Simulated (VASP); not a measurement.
Calculation: PBEsol GGA, VASP's PBE PAW potentials (set 64) (plane waves; VASP).

A VASP calculation is set up with these files.

### INCAR
```
SYSTEM=NbSi2
PREC=Accurate; ENCUT=400; LREAL=.FALSE.
LASPH=.TRUE.; ICHARG=11
EDIFF=1E-7; NELM=100; ALGO=Normal
LMAXMIX=4
ISMEAR=0; SIGMA=0.05
GGA=PS
LWAVE=.FALSE.; LCHARG=.FALSE.; LORBIT=11
```

### KPOINTS
```
k-points along high-symmetry lines
15
Line-mode
Reciprocal
  0.000000   0.000000   0.000000 ! GAMMA
  0.500000   0.000000   0.500000 ! X

  0.500000   0.000000   0.500000 ! X
  0.625000   0.250000   0.625000 ! U

  0.375000   0.375000   0.750000 ! K
  0.000000   0.000000   0.000000 ! GAMMA

  0.000000   0.000000   0.000000 ! GAMMA
  0.500000   0.500000   0.500000 ! L

  0.500000   0.500000   0.500000 ! L
  0.500000   0.250000   0.750000 ! W

  0.500000   0.250000   0.750000 ! W
  0.500000   0.000000   0.500000 ! X
```

File POSCAR:
```
NbSi2
1
   -0.0000000000     2.9887975879     2.9887975879
    2.9887975879    -0.0000000000     2.9887975879
    2.9887975879     2.9887975879    -0.0000000000
Nb Si
1 2
Direct
  0.0000000000   0.0000000000   0.0000000000
  0.2500000000   0.2500000000   0.2500000000
  0.7500000000   0.7500000000   0.7500000000
```

POTCAR, in this order: Nb_sv Si (PBE.64 set). Program: vasp_std. Read from the step before: CHGCAR.

Output

### OUTCAR
```
 ion  position               nearest neighbor table
   1  0.000  0.000  0.000-   3 2.59   3 2.59   3 2.59   2 2.59   3 2.59   2 2.59   2 2.59   2 2.59
  LATTYP: Found a face centered cubic cell.
 ALAT       =     5.9775951758
 Subroutine PRICEL returns:
 Original cell was already a primitive cell.
 Subroutine GETGRP returns: Found 48 space group operations
The static configuration has the point symmetry O_h .
The dynamic configuration has the point symmetry O_h .
 Subroutine INISYM returns: Found 48 space group operations
   k-points           NKPTS =     90   k-points in BZ     NKDIM =     90   number of bands    NBANDS=     14
   number of dos      NEDOS =    301   number of ions     NIONS =      3
   total plane-waves  NPLWV =  21952
   dimension x,y,z NGX =    28 NGY =   28 NGZ =   28
   dimension x,y,z NGXF=    56 NGYF=   56 NGZF=   56
   ions per type =               1   2
   PREC   = accura    normal or accurate (medium, high low for compatibility)
   ISTART =      0    job   : 0-new  1-cont  2-samecut
   ICHARG =     11    charge: 1-file 2-atom 10-const
   ISPIN  =      1    spin polarized calculation?
   LNONCOLLINEAR =      F non collinear calculations
   LSORBIT =      F    spin-orbit coupling
   INIWAV =      1    electr: 0-lowe 1-rand  2-diag
   ENCUT  =  400.0 eV  29.40 Ry    5.42 a.u.   6.89  6.89  6.89*2*pi/ulx,y,z
   NELM   =    100;   NELMIN=  2; NELMDL= -5     # of ELM steps
...
```

### OSZICAR
```
       N       E                     dE             d eps       ncg     rms          rms(c)
DAV:   1     0.117262191583E+03    0.11726E+03   -0.90664E+03  2536   0.112E+03
DAV:   2    -0.145849978466E+02   -0.13185E+03   -0.12982E+03  3312   0.355E+02
DAV:   3    -0.213521915032E+02   -0.67672E+01   -0.65144E+01  4372   0.606E+01
DAV:   4    -0.215826969064E+02   -0.23051E+00   -0.23008E+00  3454   0.108E+01
DAV:   5    -0.215910764255E+02   -0.83795E-02   -0.83778E-02  4216   0.190E+00
DAV:   6    -0.215912748199E+02   -0.19839E-03   -0.19839E-03  3440   0.236E-01
DAV:   7    -0.215912845118E+02   -0.96919E-05   -0.96920E-05  4196   0.405E-02
DAV:   8    -0.215912850669E+02   -0.55509E-06   -0.55456E-06  3280   0.605E-03
DAV:   9    -0.215912851176E+02   -0.50743E-07   -0.50772E-07  2718   0.138E-03
   1 F= -.21591285E+02 E0= -.21589821E+02  d E =-.292893E-02
```

**OUTCAR**
```
 val. band max:        8.3259720236   @ k =   0.5000   0.4643   0.5357

 cond. band min:       8.3553380652   @ k =   0.6161   0.2321   0.6161



 k-point     1 :       0.0000    0.0000    0.0000
  band No.  band energies     occupation
      1     -45.8036      2.00000
      2     -22.0128      2.00000
      3     -22.0128      2.00000
      4     -22.0128      2.00000
      5      -2.4854      2.00000
      6       4.5949      2.00000
      7       4.5949      2.00000
      8       4.5949      2.00000
      9       6.0078      2.00000
     10       8.1550      2.00000
     11       8.1550      2.00000
     12      12.2063      0.00000
     13      12.2063      0.00000
     14      12.2063      0.00000

 k-point     2 :       0.0357    0.0000    0.0357
  band No.  band energies     occupation
      1     -45.8036      2.00000
      2     -22.0136      2.00000
      3     -22.0131      2.00000
      4     -22.0131      2.00000
      5      -2.4626      2.00000
      6       4.4393      2.00000
      7       4.6038      2.00000
      8       4.6038      2.00000
      9       6.1959      2.00000
     10       8.0857      2.00000
     11       8.1680      2.00000
     12      12.2071      0.00000
     13      12.2285      0.00000
     14      12.2285      0.00000

 k-point     3 :       0.0714    0.0000    0.0714
  band No.  band energies     occupation
      1     -45.8035      2.00000
      2     -22.0158      2.00000
      3     -22.0139      2.00000
      4     -22.0139      2.00000
      5      -2.3944      2.00000
      6       4.1068      2.00000
      7       4.6308      2.00000
      8       4.6308      2.00000
      9       6.6255      2.00000
     10       7.8871      2.00000
     11       8.2065      1.99996
     12      12.1813      0.00000
     13      12.2765      0.00000
     14      12.2766      0.00000

 k-point     4 :       0.1071    0.0000    0.1071
  band No.  band energies     occupation
      1     -45.8033      2.00000
...
```

The density is held fixed in this step, so its total energy and stress have no physical meaning.

The structure was generated: NbSi2 was put into the fluorite type (Fm-3m), which need not be its known phase. It was relaxed first, which changed the volume by -10 %. The electron count is odd and the run is not spin-polarised, which forces a metal.
